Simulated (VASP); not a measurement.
Calculation: PBEsol GGA, VASP's PBE PAW potentials (set 64) (plane waves; VASP 6.6.1).

VASP ran on this input.

POSCAR:
```
Zr(001) slab
1
    3.1813923249     0.0000000000     0.0000000000
   -1.5906961624     2.7551665193     0.0000000000
    0.0000000000     0.0000000000    25.2025272283
Zr
4
Direct
  0.6666670000   0.3333330000   0.4475849969
  0.3333330000   0.6666670000   0.3520972084
  0.6666670000   0.3333330000   0.6479027916
  0.3333330000   0.6666670000   0.5524150031
```

### INCAR
```
! general
SYSTEM  = Zr(001) slab
PREC    = Normal
ENCUT   = 400
LREAL   = F   ! projection in real space or not
LASPH   = T   ! aspherical one-centre terms

! electronic loop
EDIFF   = 1E-6
NELM    = 100   ! most electronic steps
NELMIN  = 4
ALGO    = Normal   ! blocked Davidson
LMAXMIX = 4   ! l cut-off of mixed one-centre charges

! smearing
ISMEAR  = 1
SIGMA   = 0.1

! functional
GGA     = PS

! output
LWAVE   = F
LCHARG  = F
LORBIT  = 11
LVHAR   = T

! other
LDIPOL  = T
IDIPOL  = 3
DIPOL   = 0.5 0.5 0.5
```

### KPOINTS
```
Automatic mesh
0
Gamma
10 10 1
0 0 0
```

POTCAR, in this order: Zr_sv (PBE.64 set). Program: vasp_std. Read from the step before: WAVECAR.

Q: Estimate the energy per atom (σ→0), band gap (on the k-mesh).

A: 
```
Property                                                    Result
------------------------  ----------------------------------------
energy per atom (σ→0)                               -8.589 eV/atom
band gap (on the k-mesh)  none (metal, semimetal or under 0.01 eV)
```

File OSZICAR:
```
       N       E                     dE             d eps       ncg     rms          rms(c)
DAV:   1    -0.343588227947E+02   -0.34359E+02   -0.95714E-05   844   0.424E-02    0.213E-02
DAV:   2    -0.343590970066E+02   -0.27421E-03   -0.17497E-03  1024   0.194E-01    0.783E-02
DAV:   3    -0.343587941854E+02    0.30282E-03   -0.10259E-03  1060   0.155E-01    0.384E-03
DAV:   4    -0.343587988293E+02   -0.46439E-05   -0.49431E-05   840   0.190E-02    0.104E-03
DAV:   5    -0.343587993354E+02   -0.50614E-06   -0.52444E-06   760   0.457E-03
   1 F= -.34358799E+02 E0= -.34357729E+02  d E =-.321245E-02
```

The cell is a thin slab with vacuum, built from Zr (hcp): (001) face.
